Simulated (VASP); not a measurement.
Runs of VASP 6.6.1 on ZnHgO2. Symmetry: P4/mmm, No. 123, tetragonal system. Conventional cell: a = 4.009 Å, b = 4.009 Å, c = 3.305 Å, α = 90.00°, β = 90.00°, γ = 90.00°. Zn (site symmetry 4/mmm) has 4 O at 2.00 Å as nearest neighbours. Hg (site symmetry 4/mmm) is surrounded by 8 O at 2.60 Å. O (site symmetry mmm) has 2 Zn at 2.00 Å as nearest neighbours. The cell was built by a generator and needn't be a form met in nature.

| potentials or basis | gap on the mesh (eV) | pressure (GPa) | relaxed volume (Å³/atom) |
| --- | --- | --- | --- |
| VASP PAW PBE potentials, release 54 (Zn, Hg, O) | none | 0.0 | 13.39 |
| VASP PAW PBE potentials, release 64 (Zn, Hg, O) | none | 0.0 | 13.39 |
| VASP PAW PBE potentials, release 64 (Zn, Hg, O_h) | none | 0.0 | 13.34 |
| VASP PAW PBE potentials, release 64 (Zn_GW, Hg_sv_GW, O_GW) | none | 0.0 | (a) |
| VASP PAW PBE potentials, release 64 (Zn, Hg, O_s) | none | 0.1 | 13.39 |

Alike in all rows: task relaxation of cell and atoms; level PBE; no spin polarisation; cell relaxed; k mesh 5 × 5 × 6; cutoff (eV) 900; smearing fermi-dirac 0.05 eV.

**Question.** Estimate the missing entries.

**Answer.** (a) 13.30.

Caveats: the cutoff is under 1.25 times the usual one of these potentials, so pressure, stress and relaxed cells hold a basis-set (Pulay) error (some runs).

A k mesh can miss the band edges, and the runs leave out spin-orbit coupling on Hg.

A gap of «none» marks a metal or a gap under the smearing width.

The runs don't all hold the same shells in valence.
